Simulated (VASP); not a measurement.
A convergence study with VASP on LiBr (rock salt): one setting is varied, all else stays as given below, so the limit is that of these other settings.

```
CELL_PARAMETERS angstrom
      0.00000     2.75000     2.75000
      2.75000     0.00000     2.75000
      2.75000     2.75000     0.00000
ATOMIC_POSITIONS crystal
  Li 0.00000 0.00000 0.00000
  Br 0.50000 0.50000 0.50000
```

Level of theory: PBE GGA, VASP's PBE PAW potentials (set 64) (plane waves; VASP). The tightest run used: 700 eV cut-off, 17×17×17 Γ-centred mesh, Gaussian smearing of 0.050 eV, potentials Li_sv Br.

The reference is 17×17×17 mesh, which took about 40 core-seconds. The timings are rough (shared machines, no repeats); factors under 2 mean little.

Question: Of the settings 1×1×1 mesh; 2×2×2 mesh; 3×3×3 mesh; 4×4×4 mesh; 5×5×5 mesh; 6×6×6 mesh; 7×7×7 mesh; 8×8×8 mesh; 9×9×9 mesh; 10×10×10 mesh; 11×11×11 mesh; 12×12×12 mesh; 13×13×13 mesh; 14×14×14 mesh; 15×15×15 mesh; 16×16×16 mesh; 17×17×17 mesh, which is the lowest that keeps the difference from the reference in the stress, largest component (GPa) within 0.1 from there on, and what does it cost?

Answer: 5×5×5 mesh; its cost over the reference is about 1/6.
| setting | difference in the stress, largest component (GPa) | cost over the reference |
|---|---|---|
| 1×1×1 mesh | 40.09 | about 1/8 |
| 2×2×2 mesh | 5.27 | about 1/9 |
| 3×3×3 mesh | 0.81 | about 1/8 |
| 4×4×4 mesh | 0.14 | about 1/5 |
| 5×5×5 mesh | 0.03 | about 1/6 |
| 6×6×6 mesh | 0.00 | about 1/4 |
| 7×7×7 mesh | 0.00 | about 1/5 |
| 8×8×8 mesh | 0.00 | about 1/4 |
| 9×9×9 mesh | 0.00 | about 1/3 |
| 10×10×10 mesh | 0.00 | about 1/3 |
| 11×11×11 mesh | 0.00 | within a factor of 2 |
| 12×12×12 mesh | 0.00 | within a factor of 2 |
| 13×13×13 mesh | 0.00 | within a factor of 2 |
| 14×14×14 mesh | 0.00 | within a factor of 2 |
| 15×15×15 mesh | 0.00 | within a factor of 2 |
| 16×16×16 mesh | 0.00 | within a factor of 2 |
| 17×17×17 mesh | 0.00 | reference |

Left out are rungs that failed or repeat a setting and relaxations that didn't move; long series are thinned to 24 rows.

The compound is LiBr in the rock salt structure. The cell was not relaxed at this level.
